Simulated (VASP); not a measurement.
# Al2Cu (Khatyrkite): Cu into a neighbouring Cu vacancy, part 2 of 2

How hard is this move in Al2Cu (Khatyrkite): Cu into a neighbouring Cu vacancy? Both ends are relaxed first, then a band of images between them. The start is a cell from a database of measured crystal structures.

VASP 6.6.1; PBEsol; plane waves and PAW (Cu, Al).

So far. Step 3 (Relax the start): The run ended after 8 ionic steps, 0.166 eV below its first step, once the forces on the free atoms met EDIFFG = -0.05. Step 4 (Relax the end): The run ended after 8 ionic steps, 0.176 eV below its first step, once the forces on the free atoms met EDIFFG = -0.05.

## 5. Nudged elastic band

Images on a straight line between the ends relax across the path, while springs keep them spaced along it.

File INCAR:

```
SYSTEM = Al16Cu7
PREC = Normal
ENCUT = 300
EDIFF = 1E-05
NELM = 120
ISMEAR = 1
SIGMA = 0.15
LREAL = Auto
ALGO = Fast
GGA = PS
NBANDS = 85
LASPH = .TRUE.
LWAVE = .FALSE.
LCHARG = .FALSE.
IMAGES = 3
SPRING = -5
IBRION = 1
POTIM = 0.3
NSW = 60
EDIFFG = -0.05
ISYM = 0
ISIF = 0
```

File POSCAR:

```
Al16Cu7
1.0
    5.9683186920      0.0000000000      0.0000000000
    0.0000000000      5.9683186920      0.0000000000
    0.0000000000      0.0000000000      9.7463058428
Cu Al
7 16
Direct
    0.0006700802      0.0000893256      0.6248768734
    0.4983500059      0.4995098340      0.3747262050
    0.4997012421      0.4995666866      0.8750222694
    0.9990826946      0.0008098996      0.3714446918
    0.0001247111      0.9995358533      0.8783168445
    0.4995761457      0.4989544342      0.6247571372
    0.5003153293      0.4992758528      0.1248263148
    0.1581881314      0.3324966048      0.0030250381
    0.1581931374      0.3402766054      0.4971165155
    0.6664744224      0.8419318631      0.2465120902
    0.6619756663      0.8394368526      0.7529781142
    0.8418071558      0.3331885850      0.2468360957
    0.8403926022      0.3383847064      0.7530459958
    0.3391661246      0.8408489356      0.4967508933
    0.3322410978      0.8407002317      0.0029139157
    0.3316264356      0.1573591705      0.2466975323
    0.3404304066      0.1577224924      0.7532956080
    0.8388409300      0.6613827001      0.4966482338
    0.8418299356      0.6672991293      0.0033299946
    0.6666562681      0.1570270687      0.0035025041
    0.6607021474      0.1587963909      0.4967439418
    0.1579620426      0.6685196477      0.2459812698
    0.1592158894      0.6597129009      0.7524883080
```

File KPOINTS:

```
Automatic mesh
0
Monkhorst-Pack
3 3 2
0 0 0
```

File 00/POSCAR:

```
Al16Cu7
1.0
    5.9683186920      0.0000000000      0.0000000000
    0.0000000000      5.9683186920      0.0000000000
    0.0000000000      0.0000000000      9.7463058428
Cu Al
7 16
Direct
    0.0006700802      0.0000893256      0.6248768734
    0.4983500059      0.4995098340      0.3747262050
    0.4997012421      0.4995666866      0.8750222694
    0.9990826946      0.0008098996      0.3714446918
    0.0001247111      0.9995358533      0.8783168445
    0.4995761457      0.4989544342      0.6247571372
    0.5003153293      0.4992758528      0.1248263148
    0.1581881314      0.3324966048      0.0030250381
    0.1581931374      0.3402766054      0.4971165155
    0.6664744224      0.8419318631      0.2465120902
    0.6619756663      0.8394368526      0.7529781142
    0.8418071558      0.3331885850      0.2468360957
    0.8403926022      0.3383847064      0.7530459958
    0.3391661246      0.8408489356      0.4967508933
    0.3322410978      0.8407002317      0.0029139157
    0.3316264356      0.1573591705      0.2466975323
    0.3404304066      0.1577224924      0.7532956080
    0.8388409300      0.6613827001      0.4966482338
    0.8418299356      0.6672991293      0.0033299946
    0.6666562681      0.1570270687      0.0035025041
    0.6607021474      0.1587963909      0.4967439418
    0.1579620426      0.6685196477      0.2459812698
    0.1592158894      0.6597129009      0.7524883080
```

File 01/POSCAR:

```
Al16Cu7
1.0
    5.9683186920      0.0000000000      0.0000000000
    0.0000000000      5.9683186920      0.0000000000
    0.0000000000      0.0000000000      9.7463058428
Cu Al
7 16
Direct
    0.0007893048     -0.0001287822      0.6238681435
    0.4988057898      0.4998418994      0.3745619006
    0.4998625706      0.4996532207      0.8747745229
    0.9993144068      0.0009097998      0.3104535345
    0.0004032464      0.9996053201      0.8772073129
    0.4999506817      0.4992078708      0.6245490389
    0.5002422632      0.4995145504      0.1246770318
    0.1585419884      0.3343974597      0.0028037396
    0.1584498601      0.3381167201      0.4968574152
    0.6666774209      0.8422561350      0.2479727170
    0.6622230333      0.8395888961      0.7511431650
    0.8418294421      0.3330963125      0.2483507980
    0.8406044078      0.3383841499      0.7512777492
    0.3378658422      0.8412561854      0.4965268961
    0.3338756372      0.8406529988      0.0027359804
    0.3319889207      0.1576260545      0.2480741297
    0.3404416524      0.1580489446      0.7514811278
    0.8398505376      0.6630495112      0.4962815380
    0.8416486923      0.6657191044      0.0031205913
    0.6653400059      0.1575501382      0.0031683730
    0.6624457062      0.1587122630      0.4965975920
    0.1578462268      0.6686070188      0.2476468009
    0.1594199169      0.6598474564      0.7508108381
```

File 02/POSCAR:

```
Al16Cu7
1.0
    5.9683186920      0.0000000000      0.0000000000
    0.0000000000      5.9683186920      0.0000000000
    0.0000000000      0.0000000000      9.7463058428
Cu Al
7 16
Direct
    0.0009085293     -0.0003468900      0.6228594136
    0.4992615737      0.5001739648      0.3743975963
    0.5000238992      0.4997397548      0.8745267764
    0.9995461191      0.0010097000      0.2494623772
    0.0006817816      0.9996747870      0.8760977813
    0.5003252177      0.4994613074      0.6243409406
    0.5001691971      0.4997532479      0.1245277488
    0.1588958454      0.3362983146      0.0025824411
    0.1587065828      0.3359568348      0.4965983149
    0.6668804194      0.8425804070      0.2494333437
    0.6624704004      0.8397409396      0.7493082157
    0.8418517284      0.3330040400      0.2498655002
    0.8408162133      0.3383835934      0.7495095026
    0.3365655599      0.8416634352      0.4963028989
    0.3355101766      0.8406057659      0.0025580450
    0.3323514059      0.1578929386      0.2494507271
    0.3404528981      0.1583753968      0.7496666477
    0.8408601452      0.6647163222      0.4959148422
    0.8414674490      0.6641390796      0.0029111880
    0.6640237437      0.1580732076      0.0028342420
    0.6641892650      0.1586281351      0.4964512422
    0.1577304111      0.6686943898      0.2493123320
    0.1596239444      0.6599820118      0.7491333682
```

File 03/POSCAR:

```
Al16Cu7
1.0
    5.9683186920      0.0000000000      0.0000000000
    0.0000000000      5.9683186920      0.0000000000
    0.0000000000      0.0000000000      9.7463058428
Cu Al
7 16
Direct
    0.0010277538     -0.0005649979      0.6218506838
    0.4997173576      0.5005060303      0.3742332920
    0.5001852277      0.4998262889      0.8742790300
    0.9997778314      0.0011096003      0.1884712198
    0.0009603168      0.9997442538      0.8749882497
    0.5006997538      0.4997147441      0.6241328423
    0.5000961310      0.4999919454      0.1243784658
    0.1592497025      0.3381991695      0.0023611425
    0.1589633056      0.3337969496      0.4963392146
    0.6670834178      0.8429046790      0.2508939704
    0.6627177674      0.8398929831      0.7474732665
    0.8418740146      0.3329117674      0.2513802025
    0.8410280188      0.3383830368      0.7477412560
    0.3352652775      0.8420706851      0.4960789017
    0.3371447159      0.8405585330      0.0023801097
    0.3327138911      0.1581598226      0.2508273245
    0.3404641438      0.1587018490      0.7478521675
    0.8418697528      0.6663831333      0.4955481463
    0.8412862058      0.6625590548      0.0027017848
    0.6627074815      0.1585962770      0.0025001110
    0.6659328238      0.1585440072      0.4963048923
    0.1576145954      0.6687817608      0.2509778630
    0.1598279718      0.6601165673      0.7474558984
```

File 04/POSCAR:

```
Al16Cu7
1.0
    5.9683186920      0.0000000000      0.0000000000
    0.0000000000      5.9683186920      0.0000000000
    0.0000000000      0.0000000000      9.7463058428
Cu Al
7 16
Direct
    0.0011469784     -0.0007831057      0.6208419539
    0.5001731415      0.5008380957      0.3740689876
    0.5003465562      0.4999128230      0.8740312835
    1.0000095436      0.0012095005      0.1274800625
    0.0012388521      0.9998137206      0.8738787181
    0.5010742898      0.4999681807      0.6239247440
    0.5000230649      0.5002306430      0.1242291828
    0.1596035595      0.3401000244      0.0021398440
    0.1592200283      0.3316370643      0.4960801143
    0.6672864163      0.8432289509      0.2523545972
    0.6629651344      0.8400450266      0.7456383173
    0.8418963009      0.3328194949      0.2528949048
    0.8412398244      0.3383824803      0.7459730094
    0.3339649951      0.8424779349      0.4958549045
    0.3387792553      0.8405113001      0.0022021744
    0.3330763762      0.1584267066      0.2522039219
    0.3404753896      0.1590283012      0.7460376874
    0.8428793604      0.6680499444      0.4951814505
    0.8411049625      0.6609790299      0.0024923815
    0.6613912193      0.1591193465      0.0021659799
    0.6676763826      0.1584598793      0.4961585425
    0.1574987796      0.6688691319      0.2526433941
    0.1600319993      0.6602511228      0.7457784285
```

PAW data sets: Cu and Al (PBE family, release 64).

Run with:

```
$ mpirun -np 3 vasp_std
```

It took 17 min on 3 MPI ranks of Intel Xeon 6975P-C (Granite Rapids), shared host; peak memory 0.6 GiB.

The band used up its steps before its forces met the threshold, so no barrier is taken from it.

## 6. Summary of results

| Property | Result |
| --- | --- |
| result | none |

What this shows: The session ends without its result: «nudged elastic band» used up its steps.

[Lines on the potential files, build, host, timing and source positions are cut from VASP's logs without a mark.]

[Logs are printed without paths, hosts, clocks, repeated set-up lines and the standing remarks that a program may print on its own settings, such as how far it seeks lower states.]

[Hosts, paths, dates, database ids (printed as entryN), source tags and the programs' standing remarks are cut or masked in the printed files.]

[Runs that stopped without an error message from VASP are left out.]
